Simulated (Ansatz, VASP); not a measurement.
One calculation of Hg2SO, two programs

Contents of POSCAR:

```
Hg2SO
1.0
    3.9826510783      0.0000000000      0.0000000000
    0.0000000000      3.9826510783      0.0000000000
    0.0000000000      0.0000000000      5.4147933259
O Hg S
1 2 1
Direct
    0.0000000000      0.0000000000      0.0000000000
    0.0000000000      0.5000000000      0.7900315664
    0.5000000000      0.0000000000      0.2099684336
    0.5000000000      0.5000000000      0.5000000000
```

INCAR.step1

```
SYSTEM = Hg2SO
PREC     = Accurate       ! precision mode
ENCUT    = 520            ! plane-wave cutoff, eV
EDIFF    = 1E-5           ! SCF threshold, eV
ISMEAR   = -1             ! smearing method
SIGMA    = 0.02           ! smearing width, eV
LREAL    = .False.        ! projectors in reciprocal space
LASPH    = .True.         ! aspherical terms in the spheres
NELM     = 100            ! most SCF steps
ALGO     = Normal         ! electronic algorithm
ISIF     = 2              ! what is computed and relaxed
LWAVE    = .True.         ! write WAVECAR
LCHARG   = .False.        ! write CHGCAR
GGA      = PE             ! functional
NBANDS   = 26             ! bands
```

The input INCAR.step2:

```
SYSTEM = Hg2SO
PREC     = Accurate       ! precision mode
ENCUT    = 520            ! plane-wave cutoff, eV
EDIFF    = 1E-7           ! SCF threshold, eV
ISMEAR   = -1             ! smearing method
SIGMA    = 0.02           ! smearing width, eV
LREAL    = .False.        ! projectors in reciprocal space
LASPH    = .True.         ! aspherical terms in the spheres
NELM     = 100            ! most SCF steps
ALGO     = Normal         ! electronic algorithm
ISIF     = 2              ! what is computed and relaxed
LWAVE    = .False.        ! write WAVECAR
LCHARG   = .False.        ! write CHGCAR
GGA      = PE             ! functional
LHFCALC  = .True.         ! exact exchange
HFSCREEN = 0.2079         ! screening, 1/A
PRECFOCK = Normal       
ISTART   = 1            
NBANDS   = 26             ! bands
```

Contents of KPOINTS:

```
Automatic mesh
0
Gamma
  4 4 2
  0 0 0
```

Input for Ansatz:

```yaml
crystal:
  lattice:
    - [3.9826510783, 0.0, 0.0]
    - [0.0, 3.9826510783, 0.0]
    - [0.0, 0.0, 5.4147933259]
  atoms:
    - { symbol: O, position: [0.0, 0.0, 0.0] }
    - { symbol: Hg, position: [0.0, 0.5, 0.7900315664] }
    - { symbol: S, position: [0.5, 0.5, 0.5] }
    - { symbol: Hg, position: [0.5, 0.0, 0.2099684336] }
kpoints:
  mp_grid: { grid: [4, 4, 2] }
hamiltonian:
  xc: hse06
scf:
  occupations: { method: fermi_dirac, width: 0.02 }
  n_extra_bands: 5
output:
  forces: true
  stress: true
  eigenvalues: true
```

The cell was built by a generator and needn't be a form met in nature.

Alike in both runs: task single point; functional HSE06; k mesh 4 × 4 × 2; occupations fermi-dirac, width 0.02 eV; no spin polarisation.

```csv
,VASP,Ansatz
version,VASP 6.6.1,Ansatz 0.2.0
potentials or method,"VASP PAW PBE potentials, release 64 (O, Hg, S)","plane waves, PAW"
plane-wave cutoff (eV),520,420
valence electrons in the cell,36,52
```

|  | VASP | Ansatz | Ansatz less VASP |
| --- | --- | --- | --- |
| pressure (GPa) | 0.3 | -0.2 | -0.51 |
| largest component of the traceless stress (GPa) | 0.13 | 0.25 | +0.127 |
| rms of the force components (eV/Å) | 0.039 | 0.025 | -0.0141 |

The two sets of potentials don't hold the same shells in valence. Ansatz warned: «filled_band_counts_differ_across_k_points».

Caveats: the k mesh is coarse (spacing up to 0.58 Å⁻¹), so the values aren't converged, least of all with exact exchange; the PAW data sets were made with another functional, which shifts forces and pressure a little (VASP). The runs have no spin-orbit coupling, so splittings on Hg are missing.
